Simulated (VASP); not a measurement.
# TaSi2 with PBEsol: from relaxation to properties, part 4 of 4

Aim: relax TaSi2, then compute properties on the relaxed cell. The start is a cell from a database of measured crystal structures.

VASP 6.6.1; PBEsol; plane waves and PAW (Ta_pv, Si).

Still holding for the runs below: This run has no spin polarisation. Its electron count is odd, so without a moment it is a metal by construction.

So far. Step 4 (Band structure (PBEsol)): There is no gap at this level. Step 5 (Total and projected DOS (PBEsol)): The finer mesh and the other smearing move the Fermi level by -0.02 eV from the 7×7×4 run, a small shift, which tests the Fermi level alone. Of the states within 0.3 eV of the Fermi level, the largest shares in the PAW spheres are Ta d 47 % and Si p 10 %. The rest lies in smaller channels or between the spheres. The relaxed cell has a = 4.758, c = 6.568 Å (conventional setting).

The database entry behind the starting cell has ideal inner coordinates that were not refined, so it need not match the best structure at ambient conditions.

### Step 6. Vibrations at Γ (PBEsol) (continued)

Parts of OUTCAR (step 6):

```text
   NELECT =      57.0000    total number of electrons

  Total        0.4280387      0.4280387     -0.6874668     -0.0000000      0.0000000      0.0000000
  in kB        5.3263366      5.3263366     -8.5545523     -0.0000000      0.0000000      0.0000000
  external PRESSURE =       0.6993736 kB  Pullay stress =       0.0000000 kB

 POSITION                                       TOTAL-FORCE (eV/Angst)
 -----------------------------------------------------------------------------------
      2.37878      0.00000      3.28424        -0.000000      0.000000      0.000000
      1.18939      2.06009      5.47373        -0.000000      0.000000      0.000000
     -1.18939      2.06009      1.09475        -0.000000      0.000000      0.000000
     -0.00000      1.31366      3.28424        -0.000000     -0.022992     -0.000000
      3.61990      0.65683      5.47373         0.019912     -0.011496     -0.000000
      1.24112      3.46334      1.09475         0.019912      0.011496      0.000000
      2.37878      2.80651      3.28424        -0.000000      0.022992      0.000000
     -1.24112      3.46334      5.47373        -0.019912      0.011496     -0.000000
      1.13767      0.65683      1.09475        -0.019912     -0.011496      0.000000
 -----------------------------------------------------------------------------------
    total drift:                               -0.000000      0.000000      0.000000

 Eigenvectors and eigenvalues of the dynamical matrix
 ----------------------------------------------------

   1 f  =   12.304341 THz    77.310456 2PiTHz  410.428646 cm-1    50.886644 meV
             X         Y         Z           dx          dy          dz
      2.378783  0.000000  3.284239     0.000000   -0.000000   -0.000076
      1.189391  2.060086  5.473732     0.000000   -0.000000   -0.080422
     -1.189391  2.060086  1.094746     0.000000   -0.000000    0.080498
     -0.000000  1.313664  3.284239    -0.000208   -0.135134   -0.000403
      3.619900  0.656832  5.473732    -0.169305   -0.157921   -0.428746
      1.241117  3.463341  1.094746    -0.169244    0.158196    0.429149
      2.378783  2.806509  3.284239     0.000208    0.135134   -0.000403
     -1.241117  3.463341  5.473732     0.169305    0.157921   -0.428746
      1.137666  0.656832  1.094746     0.169244   -0.158196    0.429149

   2 f  =   12.304341 THz    77.310456 2PiTHz  410.428646 cm-1    50.886644 meV
             X         Y         Z           dx          dy          dz
      2.378783  0.000000  3.284239    -0.000000    0.000000    0.092907
      1.189391  2.060086  5.473732     0.000000    0.000000   -0.046519
     -1.189391  2.060086  1.094746     0.000000   -0.000000   -0.046388
     -0.000000  1.313664  3.284239     0.255789   -0.000110    0.495306
      3.619900  0.656832  5.473732     0.037265   -0.169403   -0.248002
      1.241117  3.463341  1.094746    -0.037541   -0.169146   -0.247304
      2.378783  2.806509  3.284239    -0.255789    0.000110    0.495306
     -1.241117  3.463341  5.473732    -0.037265    0.169403   -0.248002
      1.137666  0.656832  1.094746     0.037541    0.169146   -0.247304

   3 f  =   11.264317 THz    70.775791 2PiTHz  375.737168 cm-1    46.585451 meV
             X         Y         Z           dx          dy          dz
      2.378783  0.000000  3.284239    -0.113419    0.000000   -0.000000
      1.189391  2.060086  5.473732     0.056709    0.098224   -0.000000
     -1.189391  2.060086  1.094746     0.056709   -0.098224   -0.000000
     -0.000000  1.313664  3.284239    -0.024229   -0.000000   -0.399559
      3.619900  0.656832  5.473732     0.012114    0.020983    0.399559
      1.241117  3.463341  1.094746     0.012114   -0.020983   -0.399559
      2.378783  2.806509  3.284239    -0.024229    0.000000    0.399559
     -1.241117  3.463341  5.473732     0.012114    0.020983   -0.399559
      1.137666  0.656832  1.094746     0.012114   -0.020983    0.399559

   4 f  =   11.249723 THz    70.684097 2PiTHz  375.250380 cm-1    46.525097 meV
[...]
1.137666  0.656832  1.094746     0.353553    0.204124    0.000000

   6 f  =   10.873909 THz    68.322785 2PiTHz  362.714558 cm-1    44.970853 meV
             X         Y         Z           dx          dy          dz
      2.378783  0.000000  3.284239    -0.000018    0.103212   -0.000000
      1.189391  2.060086  5.473732     0.045173    0.181470   -0.000000
     -1.189391  2.060086  1.094746    -0.045196    0.181478    0.000000
     -0.000000  1.313664  3.284239     0.000029   -0.062103    0.000038
      3.619900  0.656832  5.473732    -0.116911   -0.264609   -0.379753
      1.241117  3.463341  1.094746     0.116934   -0.264629   -0.379792
      2.378783  2.806509  3.284239     0.000029   -0.062103   -0.000038
     -1.241117  3.463341  5.473732    -0.116911   -0.264609    0.379753
      1.137666  0.656832  1.094746     0.116934   -0.264629    0.379792

   7 f  =   10.873909 THz    68.322785 2PiTHz  362.714558 cm-1    44.970853 meV
             X         Y         Z           dx          dy          dz
      2.378783  0.000000  3.284239    -0.207561   -0.000009    0.000000
      1.189391  2.060086  5.473732    -0.129304   -0.045200   -0.000000
     -1.189391  2.060086  1.094746    -0.129296    0.045169   -0.000000
     -0.000000  1.313664  3.284239     0.332124    0.000005    0.438523
      3.619900  0.656832  5.473732     0.129619    0.116946    0.219295
      1.241117  3.463341  1.094746     0.129598   -0.116900   -0.219228
      2.378783  2.806509  3.284239     0.332124    0.000005   -0.438523
     -1.241117  3.463341  5.473732     0.129619    0.116946   -0.219295
      1.137666  0.656832  1.094746     0.129598   -0.116900    0.219228

   8 f  =   10.411969 THz    65.420330 2PiTHz  347.305897 cm-1    43.060424 meV
             X         Y         Z           dx          dy          dz
      2.378783  0.000000  3.284239     0.000000    0.000000   -0.000001
      1.189391  2.060086  5.473732     0.000000    0.000000   -0.079893
     -1.189391  2.060086  1.094746     0.000000   -0.000000    0.079894
     -0.000000  1.313664  3.284239    -0.000006    0.096172    0.000003
      3.619900  0.656832  5.473732    -0.178958   -0.406138    0.212620
      1.241117  3.463341  1.094746    -0.178962    0.406142   -0.212622
      2.378783  2.806509  3.284239     0.000006   -0.096172    0.000003
     -1.241117  3.463341  5.473732     0.178958    0.406138    0.212620
      1.137666  0.656832  1.094746     0.178962   -0.406142   -0.212622

   9 f  =   10.411969 THz    65.420330 2PiTHz  347.305897 cm-1    43.060424 meV
             X         Y         Z           dx          dy          dz
      2.378783  0.000000  3.284239     0.000000    0.000000    0.092253
      1.189391  2.060086  5.473732     0.000000    0.000000   -0.046127
     -1.189391  2.060086  1.094746     0.000000    0.000000   -0.046125
     -0.000000  1.313664  3.284239     0.509462    0.000001   -0.245514
      3.619900  0.656832  5.473732    -0.199497   -0.178965    0.122759
      1.241117  3.463341  1.094746     0.199493   -0.178955    0.122754
      2.378783  2.806509  3.284239    -0.509462   -0.000001   -0.245514
     -1.241117  3.463341  5.473732     0.199497    0.178965    0.122759
      1.137666  0.656832  1.094746    -0.199493    0.178955    0.122754

  10 f  =    9.070632 THz    56.992464 2PiTHz  302.563730 cm-1    37.513105 meV
             X         Y         Z           dx          dy          dz
      2.378783  0.000000  3.284239    -0.000000   -0.000000    0.000004
      1.189391  2.060086  5.473732     0.000000    0.000000    0.154333
     -1.189391  2.060086  1.094746     0.000000   -0.000000   -0.154337
     -0.000000  1.313664  3.284239    -0.000001   -0.540315    0.000004
      3.619900  0.656832  5.473732    -0.253094    0.101967    0.132936
      1.241117  3.463341  1.094746    -0.253074   -0.101955   -0.132940
    [... 205 further lines ...]
     -1.241117  3.463341  5.473732    -0.122802   -0.156408   -0.000115
      1.137666  0.656832  1.094746    -0.122830   -0.156430   -0.000043

 ELASTIC MODULI CONTR FROM IONIC RELAXATION (kBar)
 Direction    XX          YY          ZZ          XY          YZ          ZX
 --------------------------------------------------------------------------------
 XX         -84.0652     72.7755     13.4402     -0.0000     -0.0000      0.0000
 YY          72.7755    -84.0652     13.4402      0.0000     -0.0000      0.0000
 ZZ          13.4402     13.4402    -32.0009     -0.0000      0.0000     -0.0000
 XY          -0.0000      0.0000     -0.0000    -78.4275      0.0000      0.0000
 YZ          -0.0000     -0.0000      0.0000      0.0000   -237.1919     -0.0000
 ZX           0.0000      0.0000     -0.0000      0.0000     -0.0000   -225.7215
 --------------------------------------------------------------------------------

[... 8 parts as in an earlier step ...]

[... 3 further parts left out ...]
```

Energies printed during the response cycles are not total energies of the cell.

Numbers from this step:

```yaml
bands: 37
irreducible_k_points: 24
pressure_of_the_cell: 0.06994 GPa
largest_force_of_the_cell: 0.02299 eV/Å
fermi_energy: 9.414 eV
```

The modes at Γ (shares of kinetic energy by element, %):

| mode | frequency (cm⁻¹) | symmetry | Ta % | Si % |
| --- | --- | --- | --- | --- |
| 1 | -0.1 | acoustic | 76 | 24 |
| 2 | -0.1 | acoustic | 76 | 24 |
| 3 | -0.1 | acoustic | 76 | 24 |
| 4 | 107.5 | B | 84 | 16 |
| 5 | 149.7 | E1 | 92 | 8 |
| 6 | 149.7 | E1 | 92 | 8 |
| 7 | 152.1 | E2 | 93 | 7 |
| 8 | 152.1 | E2 | 93 | 7 |
| 9 | 168.1 | B | 93 | 7 |
| 10 | 229.9 | E1 | 16 | 84 |
| 11 | 229.9 | E1 | 16 | 84 |
| 12 | 234.0 | A2 | 13 | 87 |
| 13 | 254.4 | B | 16 | 84 |
| 14 | 265.2 | E1 | 7 | 93 |
| 15 | 265.2 | E1 | 7 | 93 |
| 16 | 301.7 | B | 3 | 97 |
| 17 | 302.6 | E2 | 5 | 95 |
| 18 | 302.6 | E2 | 5 | 95 |
| 19 | 347.3 | E2 | 1 | 99 |
| 20 | 347.3 | E2 | 1 | 99 |
| 21 | 362.7 | E1 | 8 | 92 |
| 22 | 362.7 | E1 | 8 | 92 |
| 23 | 372.9 | A1 | 0 | 100 |
| 24 | 375.2 | A2 | 11 | 89 |
| 25 | 375.7 | B | 4 | 96 |
| 26 | 410.4 | E2 | 1 | 99 |
| 27 | 410.4 | E2 | 1 | 99 |

Displacements in mode 4 (107.5 cm⁻¹), the largest set to 1:
```
Ta1  0.00  1.00  0.00
Ta2  0.87 -0.50  0.00
Ta3 -0.87 -0.50  0.00
Si4  0.00  0.78  0.00
Si5  0.68 -0.39  0.00
Si6 -0.68 -0.39  0.00
Si7  0.00  0.78  0.00
Si8  0.68 -0.39  0.00
Si9 -0.68 -0.39  0.00
```

Displacements in mode 24 (375.2 cm⁻¹), the largest set to 1:
```
Ta1  0.00  0.00  0.25
Ta2  0.00  0.00  0.25
Ta3  0.00  0.00  0.25
Si4 -1.00  0.00 -0.80
Si5 -0.50 -0.87 -0.80
Si6  0.50 -0.87 -0.80
Si7  1.00  0.00 -0.80
Si8  0.50  0.87 -0.80
Si9 -0.50  0.87 -0.80
```

The three acoustic modes lie within 0.1 cm⁻¹ of zero, and all others are real. By the characters of their eigenvectors the optical modes sort into (cm⁻¹) Raman active: E1 150, E2 152, E1 230, E1 265, E2 303, E2 347, E1 363, A1 373, E2 410; infrared active: E1 150, E1 230, A2 234, E1 265, E1 363, A2 375; silent: B 107, B 168, B 254, B 302, B 376. B labels carry no number here, since it depends on the setting of the axes.

### Step 7. Optical spectrum (PBEsol)

LOPTICS sums transitions from filled to empty bands. The mesh is finer than in the run before. NBANDS is raised for it.

Contents of INCAR:

```
SYSTEM = TaSi2
PREC = Accurate
ENCUT = 400
EDIFF = 1E-06
NELM = 100
ISMEAR = 0
SIGMA = 0.05
LREAL = .FALSE.
ALGO = Normal
GGA = PS
NBANDS = 100
LASPH = .TRUE.
LORBIT = 11
LWAVE = .FALSE.
LCHARG = .FALSE.
KPAR = 8
LOPTICS = .TRUE.
NEDOS = 1500
CSHIFT = 0.1
```

Contents of POSCAR:

```
TaSi2
1.0
    4.7575657800      0.0000000000      0.0000000000
   -2.3787828900      4.1201728257      0.0000000000
    0.0000000000      0.0000000000      6.5684782751
Ta Si
3 6
Direct
    0.5000000000      0.0000000000      0.5000000000
    0.5000000000      0.5000000000      0.8333333333
    0.0000000000      0.5000000000      0.1666666667
    0.1594184982      0.3188369964      0.5000000000
    0.8405815018      0.1594184982      0.8333333333
    0.6811630036      0.8405815018      0.1666666667
    0.8405815018      0.6811630036      0.5000000000
    0.1594184982      0.8405815018      0.8333333333
    0.3188369964      0.1594184982      0.1666666667
```

Contents of KPOINTS:

```
Automatic mesh
0
Gamma
10 10 6
0 0 0
```

The projector-augmented-wave data sets are Ta_pv and Si (PBE family, release 64).

Launch:

```sh
$ mpirun -np 8 vasp_std
```

Log:

```text
[... set-up lines as in an earlier step ...]
 entering main loop
       N       E                     dE             d eps       ncg     rms          rms(c)
DAV:   1     0.385868273032E+03    0.38587E+03   -0.18042E+04 11200   0.440E+02
DAV:   2    -0.553924867607E+02   -0.44126E+03   -0.41398E+03 12580   0.164E+02
DAV:   3    -0.794877570082E+02   -0.24095E+02   -0.23544E+02 13464   0.385E+01
DAV:   4    -0.796498774322E+02   -0.16212E+00   -0.16195E+00 12768   0.311E+00
DAV:   5    -0.796506482253E+02   -0.77079E-03   -0.77074E-03 12896   0.224E-01    0.328E+01
DAV:   6    -0.776547124245E+02    0.19959E+01   -0.10095E+00 12776   0.472E+00    0.153E+01
DAV:   7    -0.773753893296E+02    0.27932E+00   -0.35861E-01 12272   0.143E+00    0.418E+00
DAV:   8    -0.773503793028E+02    0.25010E-01   -0.29940E-02 12888   0.382E-01    0.670E-01
DAV:   9    -0.773494600792E+02    0.91922E-03   -0.13612E-03 12616   0.978E-02    0.334E-01
DAV:  10    -0.773492584192E+02    0.20166E-03   -0.18614E-04 13144   0.440E-02    0.544E-02
DAV:  11    -0.773492586566E+02   -0.23744E-06   -0.14881E-05 12328   0.931E-03    0.170E-02
DAV:  12    -0.773492564711E+02    0.21856E-05   -0.11106E-06 11608   0.303E-03    0.194E-03
DAV:  13    -0.773492561370E+02    0.33404E-06   -0.17260E-07  6632   0.118E-03
   1 F= -.77349256E+02 E0= -.77347515E+02  d E =-.348139E-02
 optical routines
 imaginary and real dielectric function
 recalculating local potential from charge density
 direction            1
 direction            2
 direction            3
```

Wall time 27 s (8 MPI ranks of Intel Xeon 6975P-C (Granite Rapids), shared host); peak memory 5.8 GiB; 3.5 min of CPU time.

From OUTCAR (step 7):

```text
   k-points           NKPTS =     56   k-points in BZ     NKDIM =     56   number of bands    NBANDS=    100

   NELECT =      57.0000    total number of electrons

 E-fermi :   9.4033

 k-point     1 :       0.0000    0.0000    0.0000
  band No.  band energies     occupation
    ...
     25       6.8820      2.00000
     26       7.0059      2.00000
     27       7.1724      2.00000
     28       7.1724      2.00000
     29       7.9106      2.00000
     30      10.0752      0.00000
     31      12.4142      0.00000
     32      12.4142      0.00000
     33      12.8898      0.00000
     34      13.0011      0.00000
    ...

  Total        0.3250234      0.3250234     -0.4147367      0.0000000      0.0000000      0.0000000
  in kB        4.0444569      4.0444569     -5.1608117      0.0000000      0.0000000      0.0000000
  external PRESSURE =       0.9760340 kB  Pullay stress =       0.0000000 kB

 POSITION                                       TOTAL-FORCE (eV/Angst)
 -----------------------------------------------------------------------------------
      2.37878      0.00000      3.28424         0.000000     -0.000000     -0.000000
      1.18939      2.06009      5.47373        -0.000000     -0.000000     -0.000000
     -1.18939      2.06009      1.09475        -0.000000     -0.000000      0.000000
     -0.00000      1.31366      3.28424         0.000000     -0.027053      0.000000
      3.61990      0.65683      5.47373         0.023429     -0.013527      0.000000
      1.24112      3.46334      1.09475         0.023429      0.013527     -0.000000
      2.37878      2.80651      3.28424        -0.000000      0.027053      0.000000
     -1.24112      3.46334      5.47373        -0.023429      0.013527     -0.000000
      1.13767      0.65683      1.09475        -0.023429     -0.013527     -0.000000
 -----------------------------------------------------------------------------------
    total drift:                               -0.000000      0.000000      0.000000

  FREE ENERGIE OF THE ION-ELECTRON SYSTEM (eV)
  ---------------------------------------------------
  free  energy   TOTEN  =       -77.3492561370 eV

  energy  without entropy=      -77.3457747436  energy(sigma->0) =      -77.34751544

 plasma frequency squared (from intraband transitions) (eV^2)
  --------------------------------------------------------------------------------------
       5.832       0.000       0.000
       0.000       5.832      -0.000
       0.000       0.000      50.293

[... 8 parts as in an earlier step ...]

[... 8 further parts left out ...]
```

These are independent-particle spectra without excitons or local fields, and fine structure depends on the mesh and on CSHIFT. The intraband (Drude) part is not in this spectrum.

Numbers from this step:

| Quantity | Value |
| --- | --- |
| bands | 100 |
| irreducible k-points | 56 |
| free energy (TOTEN) | -77.3493 eV |
| energy at zero smearing | -77.3475 eV |
| Fermi energy | 9.403 eV |
| pressure | 0.09760 GPa |

The imaginary dielectric function has structure finer than the step of the table below, so its rows give means over 1 eV, whole bins alone (the curve runs from 0 to 25.0 eV). Peaks (eV: height): xx 0.3: 54.6, 2.6: 28.9; zz 0.4: 18.3, 1.4: 26.2, 4.2: 28.5.

Imaginary dielectric function against photon energy; means over each step:

| photon energy (eV) | xx | zz |
| --- | --- | --- |
| 1 | 15.4 | 13.9 |
| 2 | 20.6 | 19.7 |
| 3 | 25.2 | 22.0 |
| 4 | 22.5 | 24.4 |
| 5 | 20.4 | 24.1 |
| 6 | 15.9 | 15.3 |
| 7 | 9.83 | 9.50 |
| 8 | 6.19 | 5.14 |
| 9 | 3.64 | 3.34 |
| 10 | 2.21 | 2.15 |
| 11 | 1.31 | 1.42 |
| 12 | 0.924 | 0.914 |
| 13 | 0.629 | 0.584 |
| 14 | 0.466 | 0.449 |
| 15 | 0.352 | 0.368 |
| 16 | 0.275 | 0.306 |
| 17 | 0.233 | 0.253 |
| 18 | 0.194 | 0.217 |
| 19 | 0.163 | 0.189 |
| 20 | 0.144 | 0.168 |
| 21 | 0.126 | 0.152 |
| 22 | 0.116 | 0.123 |
| 23 | 0.111 | 0.116 |
| 24 | 0.109 | 0.116 |

Real dielectric function against photon energy:

| photon energy (eV) | xx | zz |
| --- | --- | --- |
| 0 | 80.3 | 45.3 |
| 1 | 26.1 | 32.0 |
| 2 | 25.8 | 20.2 |
| 3 | 9.34 | 12.4 |
| 4 | 3.89 | 11.7 |
| 5 | -0.822 | -1.73 |
| 6 | -6.17 | -8.51 |
| 7 | -8.30 | -9.51 |
| 8 | -7.18 | -7.14 |
| 9 | -5.82 | -5.28 |
| 10 | -4.63 | -4.26 |
| 11 | -3.45 | -3.34 |
| 12 | -2.61 | -2.61 |
| 13 | -1.98 | -1.92 |
| 14 | -1.49 | -1.41 |
| 15 | -1.09 | -1.06 |
| 16 | -0.790 | -0.736 |
| 17 | -0.533 | -0.511 |
| 18 | -0.334 | -0.323 |
| 19 | -0.166 | -0.155 |
| 20 | -0.0288 | -0.0138 |
| 21 | 0.102 | 0.0806 |
| 22 | 0.210 | 0.194 |
| 23 | 0.303 | 0.300 |
| 24 | 0.383 | 0.367 |

### Step 8. What came out

- relaxed volume: 14.31 Å³/atom
- relaxed conventional cell a, b, c: 4.758, 4.758, 6.568 Å; angles 90.0, 90.0, 120.0°
- space group after relaxing, within 0.02 Å: P6_222 (No. 180)
- band gap: none, a metal
- DOS at the Fermi level: 3.32 states/eV/cell
- highest zone-centre mode: 410 cm⁻¹

What this shows: With PBEsol, TaSi2 relaxes to 14.31 Å³/atom in space group P6_222 (held by the symmetry of the run) and comes out as a metal. Against the listed cell the volume lies -0.9 % (a -0.5 %, c +0.1 %). Band structure (PBEsol): Of the bands kept, 2 cross the Fermi level on this path. Vibrations at Γ (PBEsol): The highest mode in this list at Γ, 410.4 cm⁻¹, is mostly motion of Si (99 % of the kinetic energy). Spin-orbit coupling is left out, and with elements this heavy it would split and shift bands near the Fermi level. With an odd electron count and no spin the cell is a metal by construction. Modes at Γ alone can't show that the crystal is stable at other wave vectors. No search among competing phases was made, and a listed structure need not be the one stable at ambient conditions. All values are for a static lattice at zero temperature.

[Lines on the potential files, build, host, timing and source positions are cut from VASP's logs without a mark.]

[Logs are printed without paths, hosts, clocks, repeated set-up lines and the standing remarks that a program may print on its own settings, such as how far it seeks lower states.]

[Hosts, paths, dates, database ids (printed as entryN), source tags and the programs' standing remarks are cut or masked in the printed files.]

[A measured line is paired with the nearest computed mode of its activity, which favours agreement.]
